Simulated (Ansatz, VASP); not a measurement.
# Co: VASP beside Ansatz, part 2 of 2

Aim: how closely do two programs agree when they are given the same cell, functional and k mesh? The cell is taken from a series of runs on this material, whose earlier steps may have relaxed, scaled, displaced or heated it; both programs get it as it stands.

VASP 6.6.1 and Ansatz 0.2.0.

So far. Step 2 (Ansatz: single point, r2SCAN, pair 1): The run ends at a pressure of 12.85 GPa.

### Step 4. Comparison

Known differences besides the potentials themselves: VASP starts from the moments at which Ansatz ended; VASP keeps PBE cores, Ansatz makes them for the functional; the data sets hold 68 valence electrons in Ansatz (on its default PAW (the set named soft_2) files) and 36 in VASP; the cutoff is 500 eV in Ansatz and 660 eV in VASP; site moments are counted in spheres of each program's own size. Total energies have different zeros and are not compared.

Both answers:

| quantity | Ansatz | VASP | difference |
| --- | --- | --- | --- |
| pressure (GPa) | 12.85 | 12.58 | +0.27 |
| total moment (μB) | 6.97 | 6.93 | +0.03 |
| moment on Co2 (μB) | 1.88 | 1.79 | +0.08 |
| moment on Co4 (μB) | 1.88 | 1.79 | +0.08 |
| moment on Co1 (μB) | 1.85 | 1.77 | +0.08 |
| moment on Co3 (μB) | 1.85 | 1.77 | +0.08 |

### Step 5. Ansatz: single point, r2SCAN, pair 2

With cell and atoms fixed, the geometry can't cause a difference; cores, projectors, grids and the points listed under the comparison can. The cell compared in this pair holds 42.75 Å³, against 40.62 Å³ for the pair before.

The cell is taken from a series of runs on this material, whose earlier steps may have relaxed, scaled, displaced or heated it; both programs get it as it stands.

The input, input.yaml:

```yaml
crystal:
  lattice:
    - [2.47056178, 0.0, 0.0]
    - [-1.23528089, 2.13956926, 0.0]
    - [0.0, 0.0, 8.0882338]
  atoms:
    - { symbol: Co, position: [0.0, 0.0, 0.0], spin: 0.6 }
    - { symbol: Co, position: [0.33333333, 0.66666667, 0.25], spin: 0.6 }
    - { symbol: Co, position: [0.0, 0.0, 0.5], spin: 0.6 }
    - { symbol: Co, position: [0.66666667, 0.33333333, 0.75], spin: 0.6 }
magnetization:
  spin_polarized: true
kpoints:
  mp_grid: { grid: [19, 19, 5] }
hamiltonian:
  xc: r2scan
scf:
  occupations: { method: fermi_dirac, width: 0.1 }
  max_iter: 120
  convergence: { dr2_threshold: 1.0e-08 }
basis:
  ecutwfc: 500.0
output:
  stress: true
```

Started as:

```bash
$ ansatz run input.yaml --threads 1 --pin off --max-ram 2048MiB --backend cpu --events-out ev --progress --plain --runs-dir out
```

Numbers of over 12 decimals in the logs are rounded to 6 here.

The program printed:

```text
[...]
Crystal: 4 atoms, lattice volume = 42.754 Å³
Basis set: ecut = 500 eV, 1091 PW (Γ), exchange–correlation on 80×80×240 points (64 copies of the dense FFT grid, shifted against one another)
Bands: 43, of which v1, the nominal top of the filled ones, is band 34 counted from 1 (33 counted from 0)
[...]
Internal energy: -20526.103026 eV  (E = F + TS)
E sigma→0 (E₀):  -20526.151952 eV
Entropy (-TS):   -0.097852 eV (-24.463 meV/atom)
Fermi energy:    19.215100 eV
[...]
--- Stress (GPa, compression-positive) ---
        0.414441       0.000000       0.000000
        0.000000       0.414441       0.000000
        0.000000       0.000000      -0.391669
  P = ⅓ Tr σ = 0.1457 GPa (1.457 kbar)
[key lines of the parts left out:]
SCF converged after 23 iterations
Magnetization: 7.1432 μB (37.5716 up, 30.4284 down)
Free energy (F): -20526.200878 eV
```

The run ends at a pressure of 0.15 GPa.

### Step 6. VASP: single point, r2SCAN, pair 2

The same cell, functional, mesh and smearing now go to VASP, with its own data sets.

The input, INCAR:

```
SYSTEM = Co
PREC = Accurate
ENCUT = 660
EDIFF = 1E-06
NELM = 200
ISMEAR = -1
SIGMA = 0.1
LREAL = .FALSE.
ALGO = Normal
METAGGA = R2SCAN
LASPH = .TRUE.
NBANDS = 31
ISPIN = 2
MAGMOM = 1.9 1.93 1.9 1.93
LMAXMIX = 4
LORBIT = 11
LWAVE = .FALSE.
LCHARG = .FALSE.
ISIF = 2
GGA_COMPAT = .FALSE.
LMIXTAU = .TRUE.
KPAR = 2
```

The input, POSCAR:

```
Co
1.0
    2.4705617800      0.0000000000      0.0000000000
   -1.2352808900      2.1395692600      0.0000000000
    0.0000000000      0.0000000000      8.0882338000
Co
4
Direct
    0.0000000000      0.0000000000      0.0000000000
    0.3333333333      0.6666666667      0.2500000000
    0.0000000000      0.0000000000      0.5000000000
    0.6666666667      0.3333333333      0.7500000000
```

The input, KPOINTS:

```
Automatic mesh
0
Gamma
19 19 5
0 0 0
```

PAW data sets: Co (PBE family, release 64).

Started as:

```bash
$ mpirun -np 2 vasp_std
```

The program printed:

```text
[banner, memory and clock lines left out]
running    2 mpi-ranks, on    1 nodes
[...]
[... a notice as in an earlier step ...]

 LDA part: xc-table for (None), standard interpolation
 POSCAR, INCAR and KPOINTS ok, starting setup
[...]
entering main loop
       N       E                     dE             d eps       ncg     rms          rms(c)
DAV:   1     0.244286630633E+03    0.24429E+03   -0.18328E+04 15112   0.191E+03
DAV:   2    -0.427157681486E+02   -0.28700E+03   -0.26582E+03 14901   0.343E+02
DAV:   3    -0.625738390245E+02   -0.19858E+02   -0.18700E+02 16532   0.120E+02
DAV:   4    -0.629598665043E+02   -0.38603E+00   -0.38528E+00 18464   0.161E+01
[...]
DAV:  16    -0.529209155415E+02   -0.65675E-04   -0.27943E-04 24062   0.195E-01    0.445E-02
DAV:  17    -0.529209149528E+02    0.58879E-06   -0.49778E-05 18208   0.105E-01    0.165E-02
DAV:  18    -0.529209159495E+02   -0.99671E-06   -0.65292E-06 17309   0.374E-02
   1 F= -.52920916E+02 E0= -.52871039E+02  d E =-.997534E-01  mag=     7.0981
```

OUTCAR, selected parts (step 6):

```text
  Total       -0.0073575     -0.0073575     -0.2071759      0.0000000      0.0000000      0.0000000
  in kB       -0.2757180     -0.2757180     -7.7637952      0.0000000      0.0000000      0.0000000
  external PRESSURE =      -2.7717437 kB  Pullay stress =       0.0000000 kB

 POSITION                                       TOTAL-FORCE (eV/Angst)
 -----------------------------------------------------------------------------------
      0.00000      0.00000      0.00000        -0.000000      0.000000     -0.000000
     -0.00000      1.42638      2.02206        -0.000000      0.000000     -0.000000
      0.00000      0.00000      4.04412        -0.000000      0.000000     -0.000000
      1.23528      0.71319      6.06618         0.000000     -0.000000      0.000000
 -----------------------------------------------------------------------------------
    total drift:                               -0.000000      0.000000      0.000000

  FREE ENERGIE OF THE ION-ELECTRON SYSTEM (eV)
  ---------------------------------------------------
  free  energy   TOTEN  =       -52.9209159495 eV

  energy  without entropy=      -52.8211625825  energy(sigma->0) =      -52.87103927

 magnetization (x)
# of ion       s       p       d       tot
------------------------------------------
    1       -0.009  -0.074   1.901   1.819
    2       -0.007  -0.076   1.929   1.845
    3       -0.009  -0.074   1.901   1.819
    4       -0.007  -0.076   1.929   1.845
--------------------------------------------------
tot         -0.032  -0.299   7.659   7.328

[... 1 part as in an earlier step ...]

[... 2 further parts left out ...]
[key lines of the parts left out:]
E-fermi :  10.6655
```

The run ends at a pressure of -0.28 GPa.

### Step 7. Side by side

What differs besides the data sets and the points named for the pairs above, as far as they apply: the data sets hold 68 valence electrons in Ansatz (on its default PAW (the set named soft_2) files) and 36 in VASP. Total energies have different zeros and are not compared.

Both answers:

| quantity | Ansatz | VASP | difference |
| --- | --- | --- | --- |
| pressure (GPa) | 0.15 | -0.28 | +0.42 |
| total moment (μB) | 7.14 | 7.10 | +0.05 |
| moment on Co2 (μB) | 1.93 | 1.84 | +0.08 |
| moment on Co4 (μB) | 1.93 | 1.84 | +0.08 |
| moment on Co1 (μB) | 1.90 | 1.82 | +0.08 |
| moment on Co3 (μB) | 1.90 | 1.82 | +0.08 |

### Step 8. What came out

```json
{"difference in total moment (single point, r2SCAN, pair 1)": "0.033 μB", "difference in total moment (single point, r2SCAN, pair 2)": "0.045 μB"}
```

What this shows: The difference in total moment is 0.033 μB (single point, r2SCAN, pair 1). The data sets hold unlike numbers of valence electrons (68 in Ansatz and 36 in VASP), so part of the differences comes from the potentials. Such differences can come from data sets, numerical settings and the points named under the comparisons, not from the functional's error against experiment.

[Lines on the potential files, build, host, timing and source positions are cut from VASP's logs without a mark.]

[Logs are printed without paths, hosts, clocks, repeated set-up lines and the standing remarks that a program may print on its own settings, such as how far it seeks lower states.]

[Hosts, paths, dates, database ids (printed as entryN), source tags and the programs' standing remarks are cut or masked in the printed files.]
